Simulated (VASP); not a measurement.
A convergence study with VASP on Tc (space group no. 194 when undisturbed): one setting is varied, all else stays as given below, so the limit is that of these other settings. One atom is moved off its site, so that forces are finite.

```
Tc
1.0
    1.36315    -2.36104     0.00000
    1.36315     2.36104     0.00000
    0.00000     0.00000     4.36805
Tc
2
Direct
  0.33333   0.66667   0.26145
  0.66667   0.33333   0.75000
```

These are PBEsol GGA, VASP's PBE PAW potentials (set 64) (plane waves; VASP 6.6.1) values and carry that method's errors. The tightest run used: 300 eV cut-off, 22×22×12 Γ-centred mesh, Gaussian smearing of 0.10 eV, potentials Tc_pv.

```json
[
 {"setting": "2×2×2 mesh", "E (eV/atom)": "-11.2400", "pressure (GPa)": "-12.23", "largest force (eV/Å)": "1.095", "irreducible k-points": "4"},
 {"setting": "3×3×2 mesh", "E (eV/atom)": "-10.8028", "pressure (GPa)": "8.69", "largest force (eV/Å)": "1.683", "irreducible k-points": "6"},
 {"setting": "4×4×2 mesh", "E (eV/atom)": "-11.2437", "pressure (GPa)": "-1.33", "largest force (eV/Å)": "0.332", "irreducible k-points": "8"},
 {"setting": "4×4×3 mesh", "E (eV/atom)": "-11.3047", "pressure (GPa)": "-1.36", "largest force (eV/Å)": "0.266", "irreducible k-points": "9"},
 {"setting": "5×5×3 mesh", "E (eV/atom)": "-11.3380", "pressure (GPa)": "-4.21", "largest force (eV/Å)": "0.304", "irreducible k-points": "12"}
]
```

Problem. These are the cheaper rows. Estimate the results at 22×22×12 mesh, and how far the last row shown lies from them.

Solution. 
```
quantity              tightest run  last row shown is off by
--------------------  ------------  ------------------------
E (eV/atom)               -11.2764                   -0.0616
pressure (GPa)               -3.12                     -1.09
largest force (eV/Å)         0.043                     0.261
```

Left out are rungs that failed or repeat a setting and relaxations that didn't move; long series are thinned to 24 rows.

The structure is a typed Tc crystal (space group no. 194). The cell was not relaxed at this level, it is distorted from the ideal structure.
